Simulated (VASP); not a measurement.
OSZICAR of a VASP run on SrCl2 (fluorite):

### OSZICAR
```
       N       E                     dE             d eps       ncg     rms          rms(c)
DAV:   1     0.145356691021E+03    0.14536E+03   -0.12808E+04   640   0.140E+03
DAV:   2    -0.590831039441E+01   -0.15127E+03   -0.14804E+03   848   0.267E+02
DAV:   3    -0.117564177942E+02   -0.58481E+01   -0.58424E+01   920   0.564E+01
DAV:   4    -0.119302958838E+02   -0.17388E+00   -0.17386E+00  1064   0.776E+00
DAV:   5    -0.119324248974E+02   -0.21290E-02   -0.21290E-02   904   0.841E-01    0.442E+01
DAV:   6    -0.115799846383E+02    0.35244E+00   -0.53637E-01   744   0.428E+00    0.269E+01
DAV:   7    -0.115055779820E+02    0.74407E-01   -0.43944E-01   760   0.421E+00    0.142E+00
DAV:   8    -0.114948178541E+02    0.10760E-01   -0.66514E-02   824   0.161E+00    0.487E-01
DAV:   9    -0.114950316737E+02   -0.21382E-03   -0.18993E-03   840   0.378E-01    0.240E-01
DAV:  10    -0.114950688304E+02   -0.37157E-04   -0.14229E-04  1112   0.708E-02    0.390E-02
DAV:  11    -0.114950804092E+02   -0.11579E-04   -0.15592E-05   808   0.362E-02    0.142E-02
DAV:  12    -0.114950807764E+02   -0.36722E-06   -0.32318E-06   904   0.132E-02
   1 F= 0.32266413E+01 E0= 0.32266413E+01  d E =0.322664E+01
       N       E                     dE             d eps       ncg     rms          rms(c)
DAV:   1    -0.114517022203E+02    0.43378E-01   -0.27834E-02   744   0.135E+00    0.467E-01
DAV:   2    -0.114508143112E+02    0.88791E-03   -0.21155E-03   752   0.352E-01    0.199E-01
DAV:   3    -0.114505766425E+02    0.23767E-03   -0.79183E-04   960   0.198E-01    0.953E-02
DAV:   4    -0.114505866666E+02   -0.10024E-04   -0.66553E-05  1064   0.444E-02    0.517E-02
DAV:   5    -0.114505933424E+02   -0.66758E-05   -0.12539E-05  1088   0.171E-02    0.519E-03
DAV:   6    -0.114505932701E+02    0.72264E-07   -0.37258E-07   376   0.553E-03
   2 F= 0.32267578E+01 E0= 0.32267578E+01  d E =0.116534E-03
       N       E                     dE             d eps       ncg     rms          rms(c)
DAV:   1    -0.114820078335E+02   -0.31414E-01   -0.13284E-02   736   0.934E-01    0.321E-01
DAV:   2    -0.114815868721E+02    0.42096E-03   -0.10282E-03   752   0.245E-01    0.138E-01
DAV:   3    -0.114814727396E+02    0.11413E-03   -0.36352E-04   960   0.136E-01    0.671E-02
DAV:   4    -0.114814772457E+02   -0.45061E-05   -0.33442E-05  1024   0.316E-02    0.359E-02
DAV:   5    -0.114814803336E+02   -0.30879E-05   -0.62018E-06  1064   0.119E-02    0.379E-03
DAV:   6    -0.114814802712E+02    0.62407E-07   -0.19963E-07   328   0.404E-03
   3 F= 0.32266115E+01 E0= 0.32266115E+01  d E =-.297294E-04
```

Q: Which electronic solver shows in the log?

A: It is blocked Davidson (ALGO = Normal, or the opening steps of other solvers). The INCAR had ALGO = Normal.

Q: Can the final energy be trusted as converged?

A: Self-consistency was reached. It stopped with EDIFF = 1E-6, NELM = 100, NSW = 40 and EDIFFG = -0.02 after 3 ionic steps (LDA (Ceperley-Alder, Perdew-Zunger), plane waves, VASP's LDA PAW potentials (set 64)).

The compound is SrCl2 in the fluorite structure. This run relaxes it under an external pressure of 45 GPa. Symmetry was kept, so distortions that lower it aren't found.
